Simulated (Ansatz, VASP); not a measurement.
## Cross-check of Ba2SeO between VASP and Ansatz

One calculation is typed for both programs; each brings its own data sets. How far apart do they land? The cell is invented: As first built, before any earlier steps moved the atoms (in the runner's words): it takes the MgSe structure with some of its atoms replaced by other elements, volume scaled by an estimate. It may not be a known or stable phase. The cell is taken from a series of VASP runs on this material, whose earlier steps may have relaxed, scaled or displaced it; both programs get it as it stands. Valence electrons are named where the data sets of a main pair hold unlike numbers.

Program: Ansatz 0.2.0. Level of theory: plane waves, with VASP 6.6.1 beside it; single point at PBE, band structure at PBE and electric field gradients at PBE. Results are calculated unless marked as measured.

## Step 1: Starting point

It takes space group Pm (No. 6, monoclinic). The conventional cell has a = 4.740 Å, b = 4.439 Å, c = 6.539 Å, α = 90.00°, β = 90.64°, γ = 90.00°. Nearest to Ba lie 1 O at 2.48 Å and 4 Se at 3.26 to 3.29 Å. Nearest to Ba lie 2 O at 2.57 Å and 2 Se at 3.28 to 3.38 Å. Nearest to Se lie 6 Ba at 3.26 to 3.38 Å. O has 3 Ba at 2.48 to 2.57 Å nearest. As first built, before any earlier steps moved the atoms (in the runner's words): sites of the MgSe structure (space group 225) filled with other elements, volume scaled by an estimate. Farther neighbours and most contacts between anions are not listed.

Structure file:

```
Ba Se O
1.0
     4.74048    0.00000    0.00000
     0.00000    4.43896    0.00000
    -0.07354    0.00000    6.53831
Ba Se O
2 1 1
Cartesian
  2.3366 2.2195 2.8576
  0.5253 0.0000 6.5047
  4.6863 0.0000 3.2805
  1.8083 2.2195 0.4384
```

## Step 2: VASP: single point, PBE

A single point gives forces, pressure and levels at one fixed geometry, so differences don't come from the geometry; what else differs is listed under the comparison.

Lines of VASP's logs that name or quote its potential files are left out, and so is its time.

The input, INCAR:

```
SYSTEM = Ba2SeO
PREC = Accurate
ENCUT = 520
EDIFF = 1E-06
NELM = 100
ISMEAR = 0
SIGMA = 0.05
LREAL = .FALSE.
ALGO = Normal
GGA = PE
NBANDS = 22
LORBIT = 11
LWAVE = .FALSE.
LCHARG = .TRUE.
ISIF = 2
LELF = .TRUE.
LVHAR = .TRUE.
```

The input, POSCAR:

```
Ba2SeO
1.0
    4.7404832200      0.0000000000      0.0000000000
    0.0000000000      4.4389628300      0.0000000000
   -0.0735353900      0.0000000000      6.5383073500
Ba Se O
2 1 1
Direct
    0.4996762360      0.5000000000      0.4370531020
    0.1262429400      0.0000000000      0.9948535090
    0.9963588130      0.0000000000      0.5017322050
    0.3825050120      0.5000000000      0.0670541840
```

The input, KPOINTS:

```
Automatic mesh
0
Gamma
4 5 3
0 0 0
```

The projector-augmented-wave data sets are Ba_sv, Se and O (PBE family, release 64).

Command:

```sh
$ mpirun -np 2 vasp_std
```

Numbers of over 12 decimals in the logs are rounded to 6 here.

Log:

```text
[banner, memory and clock lines left out]
running    2 mpi-ranks, on    1 nodes
 distrk:  each k-point on    2 cores,    1 groups
 distr:  one band on    1 cores,    2 groups

 POSCAR found type information on POSCAR BaSeO
 POSCAR found :  3 types and       4 ions
 LDA part: xc-table for (Slater+PW92), standard interpolation
 POSCAR, INCAR and KPOINTS ok, starting setup
 FFT: planning ... GRIDC
 FFT: planning ... GRID_SOFT
 FFT: planning ... GRID
 WAVECAR not read
 entering main loop
       N       E                     dE             d eps       ncg     rms          rms(c)
DAV:   1     0.219483044165E+03    0.21948E+03   -0.13626E+04   924   0.124E+03
DAV:   2    -0.681451282485E+01   -0.22630E+03   -0.21486E+03  1252   0.244E+02
DAV:   3    -0.244468575257E+02   -0.17632E+02   -0.17510E+02  1276   0.741E+01
DAV:   4    -0.250072931482E+02   -0.56044E+00   -0.55990E+00  1438   0.118E+01
DAV:   5    -0.250142468886E+02   -0.69537E-02   -0.69520E-02  1160   0.127E+00    0.117E+01
DAV:   6    -0.210287362431E+02    0.39855E+01   -0.22382E+01  1082   0.217E+01    0.744E+00
DAV:   7    -0.207760857583E+02    0.25265E+00   -0.24503E+00  1152   0.897E+00    0.309E+00
DAV:   8    -0.207167128562E+02    0.59373E-01   -0.31404E-01  1158   0.376E+00    0.817E-01
DAV:   9    -0.207341315097E+02   -0.17419E-01   -0.40382E-02  1290   0.118E+00    0.280E-01
DAV:  10    -0.207401739049E+02   -0.60424E-02   -0.79458E-03  1216   0.576E-01    0.178E-01
DAV:  11    -0.207414143872E+02   -0.12405E-02   -0.51480E-03  1232   0.379E-01    0.807E-02
DAV:  12    -0.207416407408E+02   -0.22635E-03   -0.88996E-04  1170   0.201E-01    0.236E-02
DAV:  13    -0.207416564600E+02   -0.15719E-04   -0.14613E-04  1176   0.663E-02    0.171E-02
DAV:  14    -0.207416656121E+02   -0.91521E-05   -0.11935E-04  1134   0.579E-02    0.173E-02
DAV:  15    -0.207416599902E+02    0.56219E-05   -0.30416E-05  1170   0.327E-02    0.273E-03
DAV:  16    -0.207416603107E+02   -0.32051E-06   -0.33615E-06   966   0.874E-03
   1 F= -.20741660E+02 E0= -.20741660E+02  d E =-.674953E-15
```

OUTCAR, selected parts (step 2):

```text
ion  position               nearest neighbor table
   1  0.500  0.500  0.437-   4 2.48   3 3.26   3 3.26   3 3.29   3 3.29   2 4.04   2 4.04   2 4.64
                             2 4.64   2 4.72   2 4.72
   2  0.126  0.000  0.995-   4 2.57   4 2.57   3 3.28   3 3.38   1 4.04   1 4.04   1 4.64   1 4.64
                             1 4.72   1 4.72
   3  0.996  0.000  0.502-   1 3.26   1 3.26   2 3.28   1 3.29   1 3.29   2 3.38
   4  0.383  0.500  0.067-   1 2.48   2 2.57   2 2.57

  LATTYP: Found a simple monoclinic cell.
 ALAT       =     4.7404832200
 B/A-ratio  =     0.9363945876
 C/A-ratio  =     1.3793363576
 COS(beta)  =    -0.0112461430

 Subroutine GETGRP returns: Found  2 space group operations
 (whereof  2 operations were pure point group operations)

The static configuration has the point symmetry C_1h.

 Found     21 irreducible k-points:

   k-points           NKPTS =     21   k-points in BZ     NKDIM =     21   number of bands    NBANDS=     22

   dimension x,y,z NGX =    36 NGY =   36 NGZ =   50
   dimension x,y,z NGXF=    72 NGYF=   72 NGZF=  100

   ENCUT  =  520.0 eV  38.22 Ry    6.18 a.u.   8.81  8.25 12.16*2*pi/ulx,y,z

   NELECT =      32.0000    total number of electrons

 k-points in reciprocal lattice and weights: Automatic mesh
   0.00000000  0.00000000  0.00000000       0.017
   0.25000000  0.00000000  0.00000000       0.033
   0.50000000  0.00000000  0.00000000       0.017
   0.00000000  0.20000000  0.00000000       0.033
   0.25000000  0.20000000  0.00000000       0.067
   0.50000000  0.20000000  0.00000000       0.033
   0.00000000  0.40000000  0.00000000       0.033
   0.25000000  0.40000000  0.00000000       0.067
   0.50000000  0.40000000  0.00000000       0.033
[...]
0.50000000  0.40000000  0.33333333       0.067
  -0.25000000  0.40000000  0.33333333       0.067

 average (electrostatic) potential at core
       1 -37.6277       2 -37.8325       3 -55.5695       4 -72.0732

 E-fermi :   0.9273

 k-point     1 :       0.0000    0.0000    0.0000
  band No.  band energies     occupation
    ...
     12      -0.1209      2.00000
     13      -0.0500      2.00000
     14       0.1328      2.00000
     15       0.3168      2.00000
     16       0.6662      2.00000
     17       2.7501      0.00000
     18       3.1789      0.00000
     19       5.1238      0.00000
     20       5.1267      0.00000
     21       5.3585      0.00000
    ...

 k-point     2 :       0.2500    0.0000    0.0000
  band No.  band energies     occupation
    ...
     12      -0.4530      2.00000
     13      -0.1915      2.00000
     14      -0.0518      2.00000
     15       0.1652      2.00000
     16       0.2150      2.00000
     17       3.6335      0.00000
     18       4.0096      0.00000
     19       4.6005      0.00000
     20       5.1899      0.00000
     21       5.7546      0.00000
    ...

 k-point     3 :       0.5000    0.0000    0.0000
  band No.  band energies     occupation
    ...
     12      -0.5510      2.00000
     13      -0.2490      2.00000
     14      -0.1616      2.00000
     15      -0.1388      2.00000
     16       0.1877      2.00000
     17       3.9072      0.00000
     18       5.3292      0.00000
     19       5.3747      0.00000
     20       5.5676      0.00000
     21       5.6811      0.00000
    ...

  Total       -0.0059869     -0.0086012      0.0046886      0.0000000      0.0000000      0.0010779
  in kB       -0.0697172     -0.1001615      0.0545991      0.0000000      0.0000000      0.0125522
  external PRESSURE =      -0.0384265 kB  Pullay stress =       0.0000000 kB

  energy-cutoff  :      520.00
  volume of cell :      137.58
      direct lattice vectors                 reciprocal lattice vectors
     4.740483220  0.000000000  0.000000000     0.210948959  0.000000000  0.002372512
     0.000000000  4.438962830  0.000000000     0.000000000  0.225277849  0.000000000
    -0.073535390  0.000000000  6.538307350     0.000000000  0.000000000  0.152944783

 POSITION                                       TOTAL-FORCE (eV/Angst)
 -----------------------------------------------------------------------------------
      2.33657      2.21948      2.85759         0.000092      0.000000     -0.001171
      0.52530      0.00000      6.50466        -0.004281      0.000000     -0.000864
      4.68633      0.00000      3.28048         0.000434      0.000000      0.002372
      1.80833      2.21948      0.43842         0.003754      0.000000     -0.000338
 -----------------------------------------------------------------------------------
    total drift:                                0.000131      0.000000      0.000195

  FREE ENERGIE OF THE ION-ELECTRON SYSTEM (eV)
  ---------------------------------------------------
  free  energy   TOTEN  =       -20.7416603107 eV

  energy  without entropy=      -20.7416603107  energy(sigma->0) =      -20.74166031

 total charge
# of ion       s       p       d       tot
------------------------------------------
    1        2.016   5.601   0.352   7.969
    2        2.009   5.597   0.332   7.938
    3        1.435   2.452   0.004   3.891
    4        1.566   3.351   0.000   4.917
--------------------------------------------------
tot          7.026  17.001   0.687  24.714

[... 3 further parts left out ...]
```

The gap is read on the k-mesh alone, so it is an upper bound where the band edges lie off the mesh. Harder data sets than Ba_sv exist (the GW ones), and pressures, volumes and forces can shift noticeably with them.

## Step 3: Ansatz: single point, PBE

Ansatz runs on its default PAW (the set named soft_2) files.

The same cell, functional, mesh and smearing now go to Ansatz, which takes its cutoff from its data sets.

The input, input.yaml:

```yaml
crystal:
  lattice:
    - [4.74048322, 0.0, 0.0]
    - [0.0, 4.43896283, 0.0]
    - [-0.07353539, 0.0, 6.53830735]
  atoms:
    - { symbol: Ba, position: [0.499676236, 0.5, 0.437053102] }
    - { symbol: Ba, position: [0.12624294, 0.0, 0.994853509] }
    - { symbol: Se, position: [0.996358813, 0.0, 0.501732205] }
    - { symbol: O, position: [0.382505012, 0.5, 0.067054184] }
hamiltonian:
  xc: pbe
  pseudopotentials: { kind: paw }
kpoints:
  mp_grid: { grid: [4, 5, 3] }
scf:
  occupations: { method: gaussian, width: 0.05 }
  n_extra_bands: 5
output:
  forces: true
  stress: true
  eigenvalues: true
  write_density: true
  write_potential: true
  elf: true
  volumetric_format: npy
```

Command:

```sh
$ ansatz run input.yaml --threads 2 --pin off --max-ram 4608MiB --backend cpu --events-out ev --progress --plain --runs-dir out
```

Log:

```text
scf.n_extra_bands = 5 over 21 filled bands (N_el = 42.0): the run solves 26 bands
Engine: ansatz 0.2.0, aarch64-unknown-linux-gnu
Pseudopotentials: kind: paw
Pseudopotential: Ba, paw, valence charge 10, recommended cutoff 420 eV (normal), Ba.paw.azcp
Pseudopotential: Se, paw, valence charge 16, recommended cutoff 420 eV (normal), Se.paw.azcp
Pseudopotential: O, paw, valence charge 6, recommended cutoff 420 eV (normal), O.paw.azcp
Functional definition: PBE
  parameter kappa = 0.804
  parameter beta = 0.066725
  exchange = pbe_x(kappa = kappa, mu = beta*pi^2/3)
  correlation = pbe_c(beta = beta)
Crystal: 4 atoms, lattice volume = 137.584 Å³
Basis set: ecut = 420 eV, 2697 PW (Γ), exchange–correlation on 64×60×90 points (8 copies of the dense FFT grid, shifted against one another)
Bands: 26, of which v1, the nominal top of the filled ones, is band 21 counted from 1 (20 counted from 0)
Symmetry: 2 space group operations
Space group: Pm (ITA 6), of the structure as read, at distance tolerance 5.2e-5 Å
k-points: 21 of 60 (time reversal used)
Non-local potential: Ba, projectors of the file, l = 0: 3, l = 1: 2, l = 2: 2, l = 3: 2
Non-local potential: Se, projectors of the file, l = 0: 2, l = 1: 2, l = 2: 3, l = 3: 1
Non-local potential: O, projectors of the file, l = 0: 2, l = 1: 2, l = 2: 1
PAW form: soft (Blöchl's): semilocal exchange-correlation on the pseudo side does not see the compensation charge
PAW one-centre angular grid: Ba, 194 points (default); XC on 64 Gauss nodes
PAW one-centre angular grid: Se, 590 points (default); XC on 64 Gauss nodes
PAW one-centre angular grid: O, 110 points (default); XC on 64 Gauss nodes
Initial density: superposition of atomic densities (neutral atoms: chi_scale 0, normalization atom), corrected by the library's trained network
Initial wavefunctions: pseudopotential atomic-orbital guess
Functional: x = pbe(κ = 0.804, μ = 0.219515), c = pbe(β = 0.066725)
SCF iter   1: F=—  HF=-17941.793399 eV  |F-HF|=—  |Δ(HF+E_count)|=         —  Δρ=1.59e-3  dr2=4.12e-3  ethr=1.77e-3  ⟨swp⟩=7.9  Hψ=2977  notcnv=0
preconditioner: auto → Resta (q_TF=auto, 2.239 Å⁻¹)  ε∞=3.2  [insulator: Δε(μ)=2.139 eV  Ē_g=11.339 eV  σ=0.050 eV  W_gap=1.00  n_scr=28 (ndim 8)  ℏωp=16.8 eV  f_vac=0.108  D(μ)=0.00/eV (n_scr^D=0)  ε∞_Penn≈3.2]
SCF iter   2: F=—  HF=-17941.794290 eV  |F-HF|=—  |Δ(HF+E_count)|=   8.91e-4  Δρ=1.29e-3  dr2=2.00e-3  ethr=9.80e-6  ⟨swp⟩=2.1  Hψ=1163  notcnv=0
SCF iter   3: F=—  HF=-17941.794203 eV  |F-HF|=—  |Δ(HF+E_count)|=   8.76e-5  Δρ=4.77e-4  dr2=3.70e-4  ethr=4.77e-6  ⟨swp⟩=2.0  Hψ=819  notcnv=0
SCF iter   4: F=—  HF=-17941.794423 eV  |F-HF|=—  |Δ(HF+E_count)|=   2.20e-4  Δρ=1.38e-4  dr2=4.40e-5  ethr=8.81e-7  ⟨swp⟩=2.1  Hψ=697  notcnv=0
SCF iter   5: F=—  HF=-17941.794399 eV  |F-HF|=—  |Δ(HF+E_count)|=   2.37e-5  Δρ=4.75e-5  dr2=6.02e-6  ethr=1.05e-7  ⟨swp⟩=2.0  Hψ=966  notcnv=0
SCF iter   6: F=—  HF=-17941.794405 eV  |F-HF|=—  |Δ(HF+E_count)|=   6.04e-6  Δρ=1.75e-5  dr2=8.50e-7  ethr=1.43e-8  ⟨swp⟩=2.0  Hψ=966  notcnv=0
SCF iter   7: F=-17941.794407 eV  HF=-17941.794406 eV  |F-HF|=1.11e-7  |Δ(HF+E_count)|=   1.23e-6  Δρ=5.54e-6  dr2=7.76e-8  ethr=2.38e-10  ⟨swp⟩=12.6  Hψ=4731  notcnv=0
SCF 1 converged in 7 iterations: F = -17941.794407 eV  dr2 = 7.76e-8
  greatest PAW one-centre occupation: 1.000 electrons in one spin orbital (limit 2), on the Se atom at site 2 (counted from 0), in its partial waves of l = 2
SCF converged after 7 iterations
Free energy (F): -17941.794407 eV
Harris-Foulkes:  -17941.794406 eV  (|F-HF|=1.11e-7)
Internal energy: -17941.794407 eV  (E = F + TS)
E sigma→0 (E₀):  -17941.794407 eV
Fermi energy:    6.512566 eV
--- Per-component energies (eV) ---
  E_band       = -529.297836
  E_kinetic    = 631.185100
  E_local      = -4181.655278  (includes V_loc(G=0)·N_el)
  E_nonlocal   = -434.425217
  E_hartree    = 1904.459829
  E_xc         = -516.572199
  E_vxc        = -466.643193  (∫ρ·V_xc dr)
  E_paw        = -12519.991981  (= ΣΔE_a)
  E_vpaw       = 113.313187  (= ΣTr[D̂ρ^β])
  E_aug_tail   = 0.001797  (compensation charges beyond the density's cutoff)
  E_ewald      = -2824.796458
  E_smearing   = -0.000000  (= −TS)
  E_closure    = -0.000000  (closes the sum)
  Σ components = -17941.794407   (vs F -17941.794407, Δ=0.00e0)
--- Forces (eV/Å), atoms counted from 1 ---
  atom   1  Ba    -0.04662353     0.00000000    -0.22255907
  atom   2  Ba     0.16455831     0.00000000     0.06586901
  atom   3  Se     0.00541723     0.00000000    -0.00447718
  atom   4  O     -0.12355471    -0.00000000     0.16127971
  max |Σ_I F_I| component: 2.03e-4 eV/Å
--- Stress (GPa, compression-positive) ---
       -0.545622       0.000000      -0.237529
        0.000000      -0.979905       0.000000
       -0.237529       0.000000      -0.913954
  P = ⅓ Tr σ = -0.8132 GPa (-8.132 kbar)
--- Band table (eV; the first three rows and the last of 21) ---
  k-point 0: bands = [... 17 lower, 4.7504, 4.9329, 5.1061, 5.4460, 7.5791, 8.0216, 9.9236, 9.9588, ... 1 higher]
  k-point 1: bands = [... 17 lower, 4.6880, 4.7135, 5.1325, 5.3810, 7.8648, 8.3743, 9.4764, 10.1841, ... 1 higher]
  k-point 2: bands = [... 17 lower, 4.7213, 4.7499, 4.7950, 4.9908, 8.0457, 8.7487, 9.3796, 9.9503, ... 1 higher]
  k-point 20: bands = [... 17 lower, 4.5842, 4.7740, 4.8226, 5.0329, 8.5615, 9.2071, 9.9362, 10.3766, ... 1 higher]
```

Elapsed: 6.3 s, on 2 threads of Arm Neoverse V1, shared host; peak memory 0.39 GiB.

In the SCF lines HF is the Harris–Foulkes energy and dr2 the Hartree energy of the density residual, in eV; the loop may stop once dr2 is under the threshold and the program's other checks hold. Hψ counts applications of the Hamiltonian.

The run ends at a pressure of -0.81 GPa, with forces up to 0.23 eV/Å.

## Step 4: Side by side

Known differences besides the potentials themselves: the data sets hold 42 valence electrons in Ansatz (on its default PAW (the set named soft_2) files) and 32 in VASP; the cutoff is 420 eV in Ansatz and 520 eV in VASP; VASP leaves aspherical gradient terms in its spheres out (LASPH is not set), Ansatz keeps them. Total energies have different zeros and are not compared.

Compared:

```tsv
quantity	Ansatz	VASP	difference
pressure (GPa)	-0.81	0.00	-0.81
pressure without Ansatz's Pulay correction (GPa)	-0.90	0.00	-0.90
gap on the k mesh (eV)	2.133	2.084	+0.049
```

At this near-relaxed geometry the largest component of a force difference is 221 meV/Å. A gap on the mesh is an upper bound, since the band edges may lie between its points. Ansatz's pressure holds a Pulay correction of 0.09 GPa; VASP's holds none.

## Step 5: Other set-ups

Further runs change the set-up of one program: Ansatz's method, potentials or start, or VASP's data sets, cutoff or form of LDA. The table gives Ansatz less VASP for each quantity, since a change that brings one quantity closer may part another.

```tsv
run	r.m.s. force difference (meV/Å)	pressure (GPa)	gap on the k mesh (eV)
as above	103	-0.81	0.049
Ansatz's larger PAW set (cutoff 900 eV)	102	-0.81	0.049
norm-conserving potentials (cutoff 1240 eV)	103	-0.82	0.048
```

(Continued in part 2 of 2.)

[Lines on the potential files, build, host, timing and source positions are cut from VASP's logs without a mark.]

[Logs are printed without paths, hosts, clocks, repeated set-up lines and the standing remarks that a program may print on its own settings, such as how far it seeks lower states.]

[Hosts, paths, dates, database ids (printed as entryN), source tags and the programs' standing remarks are cut or masked in the printed files.]
